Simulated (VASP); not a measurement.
Method: optB86b-vdW, VASP's PBE PAW potentials (set 64) (plane waves; VASP).

VASP ran on this input.

**INCAR**
```
SYSTEM = Rh
PREC = Accurate
ENCUT = 520
EDIFF = 1E-7
NELM = 100
ALGO = Normal
LREAL = .FALSE.
LASPH = .TRUE.
ISMEAR = 1
SIGMA = 0.1
GGA = MK
PARAM1 = 0.1234
PARAM2 = 1.0
LUSE_VDW = .TRUE.
AGGAC = 0.0
LMAXMIX = 4
LWAVE = .FALSE.
LCHARG = .FALSE.
ISIF = 2
```

**KPOINTS**
```
Automatic
0
G
 16 16 16
0 0 0
```

File POSCAR:
```
Rh
2.6621220
  0.0000000000   0.7071067232   0.7071067232
  0.7071067232   0.0000000000   0.7071067232
  0.7071067232   0.7071067232   0.0000000000
Rh
1
Cart
  0.0000000000   0.0000000000   0.0000000000
```

POTCAR, in this order: Rh_pv (PBE.64 set). Program: vasp_std.

What VASP printed:

**OSZICAR**
```
       N       E                     dE             d eps       ncg     rms          rms(c)
DAV:   1     0.119994099473E+03    0.11999E+03   -0.93940E+03  3201   0.147E+03
DAV:   2    -0.314051869066E+01   -0.12313E+03   -0.11784E+03  3301   0.390E+02
DAV:   3    -0.466161699476E+01   -0.15211E+01   -0.15072E+01  3700   0.493E+01
DAV:   4    -0.467054757458E+01   -0.89306E-02   -0.89292E-02  3487   0.386E+00
DAV:   5    -0.467067864933E+01   -0.13107E-03   -0.13107E-03  3692   0.445E-01    0.112E+01
DAV:   6    -0.418433880022E+01    0.48634E+00   -0.11218E+00  3310   0.158E+01    0.392E+00
DAV:   7    -0.416391632029E+01    0.20422E-01   -0.26428E-02  3676   0.213E+00    0.178E+00
DAV:   8    -0.415984639846E+01    0.40699E-02   -0.45603E-03  3304   0.110E+00    0.227E-01
DAV:   9    -0.415967138117E+01    0.17502E-03   -0.18546E-04  3712   0.225E-01    0.234E-02
DAV:  10    -0.415967781156E+01   -0.64304E-05   -0.39920E-06  3433   0.278E-02    0.267E-03
DAV:  11    -0.415967781276E+01   -0.12064E-08   -0.42177E-07  3700   0.949E-03
   1 F= -.41596778E+01 E0= -.41595817E+01  d E =-.288471E-03
```

OUTCAR:
```
------------------------ aborting loop because EDIFF is reached ----------------------------------------
  FORCE on cell =-STRESS in cart. coord.  units (eV):
  Direction    XX          YY          ZZ          XY          YZ          ZX
  --------------------------------------------------------------------------------------
  Total        0.7756233      0.7756233      0.7756233      0.0000000      0.0000000      0.0000000
  in kB       93.1521056     93.1521056     93.1521056      0.0000000      0.0000000      0.0000000
  external PRESSURE =      93.1521056 kB  Pullay stress =       0.0000000 kB
  volume of cell :       13.34
      direct lattice vectors                 reciprocal lattice vectors
     0.000000000  1.882404364  1.882404364    -0.265617744  0.265617744  0.265617744
     1.882404364  0.000000000  1.882404364     0.265617744 -0.265617744  0.265617744
     1.882404364  1.882404364  0.000000000     0.265617744  0.265617744 -0.265617744
 POSITION                                       TOTAL-FORCE (eV/Angst)
 -----------------------------------------------------------------------------------
      0.00000      0.00000      0.00000         0.000000     -0.000000     -0.000000
 -----------------------------------------------------------------------------------
    total drift:                                0.000000     -0.000000     -0.000000
  FREE ENERGIE OF THE ION-ELECTRON SYSTEM (eV)
  ---------------------------------------------------
  free  energy   TOTEN  =        -4.1596778128 eV

  energy  without entropy=       -4.1593893421  energy(sigma->0) =       -4.15958166
```
(Selected blocks of OUTCAR.)

OUTCAR:
```
 val. band max:       12.3346604097   @ k =   0.4375   0.1250   0.0625

 cond. band min:      12.3459112228   @ k =  -0.3750   0.2500   0.0000


 Fermi energy:        12.3404700730

 k-point     1 :       0.0000    0.0000    0.0000
  band No.  band energies     occupation
      1     -34.0292      2.00000
      2     -34.0292      2.00000
      3     -34.0292      2.00000
      4       4.1794      2.00000
      5       9.1305      2.00000
      6       9.1305      2.00000
      7       9.1305      2.00000
      8      11.3180      2.00000
      9      11.3180      2.00000
     10      28.4079      0.00000
     11      32.6862      0.00000

 k-point     2 :       0.0625    0.0000    0.0000
  band No.  band energies     occupation
      1     -34.0614      2.00000
      2     -34.0335      2.00000
      3     -34.0335      2.00000
      4       4.3418      2.00000
      5       9.0579      2.00000
      6       9.1947      2.00000
      7       9.1947      2.00000
      8      11.2815      2.00000
      9      11.2815      2.00000
     10      28.6498      0.00000
     11      32.8397      0.00000

 k-point     3 :       0.1250    0.0000    0.0000
  band No.  band energies     occupation
      1     -34.1526      2.00000
      2     -34.0458      2.00000
      3     -34.0458      2.00000
      4       4.8000      2.00000
      5       8.8876      2.00000
      6       9.3549      2.00000
      7       9.3549      2.00000
      8      11.2119      2.00000
      9      11.2119      2.00000
     10      29.2786      0.00000
     11      31.4315      0.00000

 k-point     4 :       0.1875    0.0000    0.0000
  band No.  band energies     occupation
      1     -34.2875      2.00000
      2     -34.0641      2.00000
      3     -34.0641      2.00000
      4       5.4401      2.00000
      5       8.7753      2.00000
      6       9.5031      2.00000
      7       9.5031      2.00000
      8      11.2336      2.00000
      9      11.2336      2.00000
...
```

The compound is Rh in the fcc structure. This cell is one point of a volume scan, at 0.97 of the reference volume.
